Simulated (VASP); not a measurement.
Level of theory: RPBE GGA, VASP's PBE PAW potentials (set 64) (plane waves; VASP).

Input for VASP

File KPOINTS:
```
Automatic mesh
0
Gamma
11 11 11
0 0 0
```

POSCAR:
```
NaF
1
   -0.0000000000     2.4042502524     2.4042502524
    2.4042502524    -0.0000000000     2.4042502524
    2.4042502524     2.4042502524    -0.0000000000
Na F
1 1
Direct
  0.0000000000   0.0000000000   0.0000000000
  0.5000000000   0.5000000000   0.5000000000
```

### INCAR
```
ALGO = Normal
EDIFF = 1E-7
ENCUT = 520
GGA = RP
ISIF = 2
ISMEAR = -5
LASPH = .True.
LCHARG = .True.
LORBIT = 11
LREAL = .False.
LWAVE = .False.
NEDOS = 601
NELM = 100
PREC = Accurate
SYSTEM = NaF
```

POTCAR, in this order: Na_pv F (PBE.64 set). Program: vasp_std.

Output

**OSZICAR**
```
       N       E                     dE             d eps       ncg     rms          rms(c)
DAV:   1     0.112984874312E+03    0.11298E+03   -0.83053E+03  1246   0.150E+03
DAV:   2    -0.247374321515E+01   -0.11546E+03   -0.10835E+03  1332   0.357E+02
DAV:   3    -0.906422739687E+01   -0.65905E+01   -0.65646E+01  1397   0.884E+01
DAV:   4    -0.913344420642E+01   -0.69217E-01   -0.69200E-01  1340   0.994E+00
DAV:   5    -0.913426881944E+01   -0.82461E-03   -0.82460E-03  1433   0.112E+00    0.563E+00
DAV:   6    -0.817556600320E+01    0.95870E+00   -0.42121E+00  1434   0.177E+01    0.195E+00
DAV:   7    -0.817488288570E+01    0.68312E-03   -0.30422E-02  1250   0.281E+00    0.111E+00
DAV:   8    -0.819036588511E+01   -0.15483E-01   -0.51463E-02  1238   0.528E+00    0.139E-01
DAV:   9    -0.819266902794E+01   -0.23031E-02   -0.85504E-03  1298   0.997E-01    0.109E-01
DAV:  10    -0.819255462362E+01    0.11440E-03   -0.98805E-04  1373   0.427E-01    0.894E-03
DAV:  11    -0.819255202760E+01    0.25960E-05   -0.22619E-05  1304   0.719E-02    0.493E-03
DAV:  12    -0.819255453333E+01   -0.25057E-05   -0.78060E-06  1259   0.316E-02    0.720E-04
DAV:  13    -0.819255460311E+01   -0.69782E-07   -0.35604E-07  1340   0.121E-02
   1 F= -.81925546E+01 E0= -.81925546E+01  d E =0.000000E+00
```

File OUTCAR:
```
------------------------ aborting loop because EDIFF is reached ----------------------------------------
  FORCE on cell =-STRESS in cart. coord.  units (eV):
  Direction    XX          YY          ZZ          XY          YZ          ZX
  --------------------------------------------------------------------------------------
  Total        0.0214221      0.0214221      0.0214221      0.0000000      0.0000000      0.0000000
  in kB        1.2348215      1.2348215      1.2348215      0.0000000      0.0000000      0.0000000
  external PRESSURE =       1.2348215 kB  Pullay stress =       0.0000000 kB
  volume of cell :       27.80
      direct lattice vectors                 reciprocal lattice vectors
     0.000000000  2.404250252  2.404250252    -0.207965040  0.207965040  0.207965040
     2.404250252  0.000000000  2.404250252     0.207965040 -0.207965040  0.207965040
     2.404250252  2.404250252  0.000000000     0.207965040  0.207965040 -0.207965040
  FREE ENERGIE OF THE ION-ELECTRON SYSTEM (eV)
  ---------------------------------------------------
  free  energy   TOTEN  =        -8.1925546031 eV

  energy  without entropy=       -8.1925546031  energy(sigma->0) =       -8.19255460

 total charge

# of ion       s       p       d       tot
------------------------------------------
    1        0.039   5.983   0.000   6.022
    2        1.732   4.379   0.000   6.111
--------------------------------------------------
tot          1.771  10.362   0.000  12.134
```
(Selected blocks of OUTCAR.)

The compound is NaF in the rock salt structure. It was relaxed first, which changed the volume by +12 %.
